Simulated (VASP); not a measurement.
An input for Quantum ESPRESSO's pw.x (written as the equivalent of a VASP run, and not itself run):

```
&CONTROL
  calculation = 'scf'
  pseudo_dir = './pseudo'
  outdir = './out'
  tprnfor = .true.
  tstress = .true.
/
&SYSTEM
  ibrav = 0
  nat = 4
  ntyp = 2
  ecutwfc = 84
  occupations = 'smearing'
  smearing = 'gaussian'
  degauss = 0.003675
  input_dft = 'pbe'
/
&ELECTRONS
  conv_thr = 7.3e-08
  electron_maxstep = 100
/
ATOMIC_SPECIES
  Ga 69.723 Ga.upf
  N 14.007 N.upf
CELL_PARAMETERS angstrom
     1.6080390   -2.7814960    0.0000000
     1.6080390    2.7814960    0.0000000
     0.0000000    0.0000000    5.1152770
ATOMIC_POSITIONS crystal
  Ga   0.6666670  0.3333330  0.5000000
  Ga   0.3333330  0.6666670  0.0000000
  N    0.6666670  0.3333330  0.8770000
  N    0.3628600  0.6961940  0.3770000
K_POINTS automatic
  7 7 4 0 0 0
```

Task: Write the VASP files for the same calculation (PBE).

Result: One answer among several that fit: 
### INCAR
```
SYSTEM = GaN
PREC = Accurate; ENCUT = 520; LREAL = .FALSE.
LASPH = .TRUE.
EDIFF = 1E-6; NELM = 100; ALGO = Normal
LMAXMIX = 4
ISMEAR = 0; SIGMA = 0.05
GGA = PE
ISIF = 2
LWAVE = .FALSE.; LCHARG = .FALSE.
```

### POSCAR
```
GaN
1.0
  1.6080390000  -2.7814960000   0.0000000000
  1.6080390000   2.7814960000   0.0000000000
  0.0000000000   0.0000000000   5.1152770000
Ga N
2 2
Cart
  1.6080390000  -0.9271671877   2.5576385000
  1.6080390000   0.9271671877   0.0000000000
  1.6080390000  -0.9271671877   4.4860979290
  1.7030001351   0.9271671877   1.9284594290
```

KPOINTS:
```
Automatic mesh
0
Gamma
7 7 4
0 0 0
```

POTCAR, in this order: Ga_d N (PBE.64 set). Program: vasp_std.

The two are equivalent in intent, not identical: the potentials are each code's own (VASP's PAW set, PseudoDojo norm-conserving files in pw.x), so ENCUT and ecutwfc are chosen apart and not converted; conv_thr bounds pw.x's estimated SCF error, while EDIFF bounds the energy change between steps.

The compound is GaN in the wurtzite structure. The cell was not relaxed at this level, atoms are displaced from their ideal sites.
